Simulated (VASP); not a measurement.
All values below come from PBE GGA, VASP's PBE PAW potentials (set 64) (plane waves; VASP).

The input files of a VASP run:

INCAR:
```
! general
SYSTEM  = Zn
PREC    = Accurate
ENCUT   = 500
LREAL   = F   ! projection in real space or not
LASPH   = T

! electronic loop
EDIFF   = 1E-6
NELM    = 100
ALGO    = Normal   ! blocked Davidson
LMAXMIX = 4   ! l cut-off of mixed one-centre charges

! smearing
ISMEAR  = 1   ! Methfessel-Paxton
SIGMA   = 0.1

! functional
GGA     = PE   ! PBE

! ions
IBRION  = 2
NSW     = 40   ! most ionic steps
ISIF    = 3   ! ions, shape and volume
EDIFFG  = -0.02   ! ionic stop
PSTRESS = 300

! output
LWAVE   = F
LCHARG  = F
```

**KPOINTS**
```
kpoints
0
G
 17 17 8
0 0 0
```

### POSCAR
```
Zn
1
    1.2544300421    -2.1727375209     0.0000000000
    1.2544300421     2.1727375209     0.0000000000
    0.0000000000     0.0000000000     4.4120305267
Zn
2
Direct
  0.3333330000   0.6666670000   0.2500000000
  0.6666670000   0.3333330000   0.7500000000
```

POTCAR, in this order: Zn (PBE.64 set). Program: vasp_std.

The run wrote:

OSZICAR:
```
       N       E                     dE             d eps       ncg     rms          rms(c)
DAV:   1     0.909782423689E+02    0.90978E+02   -0.12590E+04  5504   0.247E+03
DAV:   2     0.187772631557E+00   -0.90790E+02   -0.89428E+02  5400   0.299E+02
DAV:   3    -0.210373063919E+01   -0.22915E+01   -0.22882E+01  6424   0.586E+01
DAV:   4    -0.210905130167E+01   -0.53207E-02   -0.53205E-02  6424   0.275E+00
DAV:   5    -0.210905765670E+01   -0.63550E-05   -0.63553E-05  6272   0.796E-02    0.698E+00
DAV:   6    -0.178993305976E+01    0.31912E+00   -0.13108E+00  5520   0.280E+01    0.464E+00
DAV:   7    -0.176885379930E+01    0.21079E-01   -0.43830E-02  6632   0.404E+00    0.221E+00
DAV:   8    -0.176060165158E+01    0.82521E-02   -0.18567E-03  7680   0.969E-01    0.473E-02
DAV:   9    -0.176058452655E+01    0.17125E-04   -0.26310E-04  7552   0.244E-01    0.255E-02
DAV:  10    -0.176058696308E+01   -0.24365E-05   -0.19469E-05  5752   0.536E-02    0.341E-03
DAV:  11    -0.176058659872E+01    0.36436E-06   -0.71464E-08  3816   0.364E-03
   1 F= 0.27427342E+01 E0= 0.27428205E+01  d E =0.274273E+01
       N       E                     dE             d eps       ncg     rms          rms(c)
DAV:   1    -0.182399702037E+01   -0.63410E-01   -0.13994E+00  6408   0.117E+01    0.164E+00
DAV:   2    -0.178208044087E+01    0.41917E-01   -0.45344E-02  6472   0.450E+00    0.970E-01
DAV:   3    -0.176050926187E+01    0.21571E-01   -0.23192E-02  7504   0.284E+00    0.141E-01
DAV:   4    -0.176062786769E+01   -0.11861E-03   -0.24742E-03  6168   0.576E-01    0.730E-02
DAV:   5    -0.176062642413E+01    0.14436E-05   -0.91971E-05  6208   0.128E-01    0.155E-02
DAV:   6    -0.176062342130E+01    0.30028E-05   -0.11184E-05  6552   0.789E-02    0.149E-03
DAV:   7    -0.176062339084E+01    0.30460E-07   -0.98131E-07  3384   0.143E-02
   2 F= 0.27331970E+01 E0= 0.27333935E+01  d E =-.953721E-02
       N       E                     dE             d eps       ncg     rms          rms(c)
DAV:   1    -0.184035704955E+01   -0.79734E-01   -0.19747E+00  6392   0.140E+01    0.199E+00
DAV:   2    -0.178060303855E+01    0.59754E-01   -0.68046E-02  6520   0.559E+00    0.117E+00
DAV:   3    -0.174960079032E+01    0.31002E-01   -0.31566E-02  7488   0.342E+00    0.182E-01
DAV:   4    -0.174968216917E+01   -0.81379E-04   -0.35976E-03  6216   0.716E-01    0.880E-02
DAV:   5    -0.174968496669E+01   -0.27975E-05   -0.19204E-04  6408   0.209E-01    0.220E-02
DAV:   6    -0.174967701571E+01    0.79510E-05   -0.30689E-05  6568   0.128E-01    0.227E-03
DAV:   7    -0.174967701575E+01   -0.35016E-10   -0.17452E-06  4288   0.184E-02
   3 F= 0.27309991E+01 E0= 0.27309368E+01  d E =-.117351E-01
       N       E                     dE             d eps       ncg     rms          rms(c)
DAV:   1    -0.177006937357E+01   -0.20392E-01   -0.30013E-01  6424   0.555E+00    0.777E-01
DAV:   2    -0.176081443795E+01    0.92549E-02   -0.12239E-02  6504   0.244E+00    0.456E-01
DAV:   3    -0.175603989095E+01    0.47745E-02   -0.47514E-03  7480   0.131E+00    0.845E-02
DAV:   4    -0.175601168698E+01    0.28204E-04   -0.58797E-04  6608   0.310E-01    0.361E-02
DAV:   5    -0.175601262303E+01   -0.93604E-06   -0.47619E-05  6416   0.113E-01    0.104E-02
DAV:   6    -0.175600993341E+01    0.26896E-05   -0.85056E-06  5824   0.665E-02    0.111E-03
DAV:   7    -0.175601002308E+01   -0.89669E-07   -0.32929E-07  2824   0.867E-03
   4 F= 0.27299981E+01 E0= 0.27300082E+01  d E =-.127361E-01
       N       E                     dE             d eps       ncg     rms          rms(c)
DAV:   1    -0.175565396318E+01    0.35597E-03   -0.26717E-03  6456   0.519E-01    0.734E-02
DAV:   2    -0.175556868775E+01    0.85275E-04   -0.10305E-04  6520   0.225E-01    0.431E-02
DAV:   3    -0.175552817382E+01    0.40514E-04   -0.42237E-05  7440   0.124E-01    0.772E-03
DAV:   4    -0.175552828285E+01   -0.10903E-06   -0.51459E-06  5888   0.280E-02
   5 F= 0.27299889E+01 E0= 0.27299819E+01  d E =-.127454E-01
       N       E                     dE             d eps       ncg     rms          rms(c)
DAV:   1    -0.174122965963E+01    0.14299E-01   -0.15535E-01  5296   0.860E+00    0.878E-01
DAV:   2    -0.172762306447E+01    0.13607E-01   -0.46556E-02  5336   0.544E+00    0.290E-01
DAV:   3    -0.172635007491E+01    0.12730E-02   -0.68439E-04  6784   0.439E-01    0.158E-01
DAV:   4    -0.172580686340E+01    0.54321E-03   -0.95746E-05  7936   0.206E-01    0.855E-03
DAV:   5    -0.172580717302E+01   -0.30962E-06   -0.13315E-05  6008   0.391E-02    0.257E-03
DAV:   6    -0.172580664465E+01    0.52838E-06   -0.31960E-07  2968   0.671E-03
   6 F= 0.27302033E+01 E0= 0.27301841E+01  d E =0.214491E-03
       N       E                     dE             d eps       ncg     rms          rms(c)
DAV:   1    -0.175196036795E+01   -0.26153E-01   -0.66891E-02  5296   0.569E+00    0.570E-01
DAV:   2    -0.174616648545E+01    0.57939E-02   -0.19211E-02  5336   0.347E+00    0.192E-01
DAV:   3    -0.174561496409E+01    0.55152E-03   -0.23223E-04  6600   0.237E-01    0.104E-01
DAV:   4    -0.174538744822E+01    0.22752E-03   -0.41280E-05  8024   0.133E-01    0.509E-03
DAV:   5    -0.174538888384E+01   -0.14356E-05   -0.55891E-06  5616   0.241E-02    0.164E-03
DAV:   6    -0.174538941855E+01   -0.53471E-06   -0.87043E-08  2712   0.335E-03
   7 F= 0.27299082E+01 E0= 0.27298969E+01  d E =-.806932E-04
```

File OUTCAR:
```
------------------------ aborting loop because EDIFF is reached ----------------------------------------
  FORCE on cell =-STRESS in cart. coord.  units (eV):
  Direction    XX          YY          ZZ          XY          YZ          ZX
  --------------------------------------------------------------------------------------
  Total        4.4708570      4.4708630      4.4858103      0.0000000      0.0000000      0.0000000
  in kB      299.7023284    299.7027300    300.7047139      0.0000000      0.0000000      0.0000000
  external PRESSURE =       0.0365908 kB  Pullay stress =     300.0000000 kB
  volume of cell :       23.90
      direct lattice vectors                 reciprocal lattice vectors
     1.268190506 -2.196571862 -0.000000000     0.394262532 -0.227627427 -0.000000000
     1.268190506  2.196571862 -0.000000000     0.394262532  0.227627427 -0.000000000
     0.000000000 -0.000000000  4.289941176     0.000000000  0.000000000  0.233103429
 POSITION                                       TOTAL-FORCE (eV/Angst)
 -----------------------------------------------------------------------------------
      1.26819      0.73219      1.07249        -0.000000     -0.000000      0.000000
      1.26819     -0.73219      3.21746         0.000000      0.000000      0.000000
 -----------------------------------------------------------------------------------
    total drift:                                0.000000      0.000048      0.000005
  FREE ENERGIE OF THE ION-ELECTRON SYSTEM (eV)
  ---------------------------------------------------
  free  energy   TOTEN  =        -1.7453894185 eV

  energy  without entropy=       -1.7454231468  energy(sigma->0) =       -1.74540066
  enthalpy is  TOTEN    =         2.7299081620 eV   P V=        4.4752975806

 reached required accuracy - stopping structural energy minimisation
```
(Selected blocks of OUTCAR.)

**CONTCAR**
```
Zn
   1.00000000000000
     1.2681905058612450   -2.1965718615161620   -0.0000000000000000
     1.2681905058612450    2.1965718615161620   -0.0000000000000000
     0.0000000000000000   -0.0000000000000000    4.2899411758325314
  Zn
     2
Direct
     0.3333330000000032    0.6666669999999968    0.2500000000000000
     0.6666669999999968    0.3333330000000032    0.7500000000000000
```

The compound is Zn in the hcp structure. This run relaxes it under an external pressure of 30 GPa. Symmetry was kept, so distortions that lower it aren't found.
